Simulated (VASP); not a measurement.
InP:

```
In P
1.0
     0.00000    2.93050    2.93050
     2.93050    0.00000    2.93050
     2.93050    2.93050    0.00000
In P
1 1
Direct
  0.00000 0.00000 0.00000
  0.25000 0.25000 0.25000
```

* Program: VASP 6.6.1
* Task: relaxation of cell and atoms
* Functional: PBE
* Potentials or basis: VASP PAW PBE potentials, release 64 (In_d, P)
* Cutoff: 520 eV
* k mesh: 10 × 10 × 10
* Occupations: gaussian, width 0.02 eV
* Spin: no spin polarisation

At the start: pressure 3.3 GPa; volume 25.17 Å³/atom.

How do energy, volume and symmetry change on relaxing?

Over 3 steps the energy falls by 12.4 meV/atom and the volume is 26.43 Å³/atom (+5.0 %); space group F-43m (No. 216, to 0.05 Å).

The path:
| step | energy change (eV) | largest force (eV/Å) | pressure (GPa) | volume (Å³) |
| --- | --- | --- | --- | --- |
| 1 | 0.0000 | 0.0000 | 3.29 | 50.33 |
| 2 | -0.0190 | 0.0000 | -1.38 | 54.19 |
| 3 | -0.0248 | 0.0000 | 0.01 | 52.87 |

Final structure:
```cif
data_structure
_symmetry_space_group_name_H-M 'P 1'
_symmetry_Int_Tables_number 1
_cell_length_a 4.2128
_cell_length_b 4.2128
_cell_length_c 4.2128
_cell_angle_alpha 60.000
_cell_angle_beta 60.000
_cell_angle_gamma 60.000
_cell_volume 52.87
loop_
_atom_site_label
_atom_site_type_symbol
_atom_site_fract_x
_atom_site_fract_y
_atom_site_fract_z
_atom_site_occupancy
In1 In 0.00000 0.00000 0.00000 1
P1 P 0.25000 0.25000 0.25000 1
```
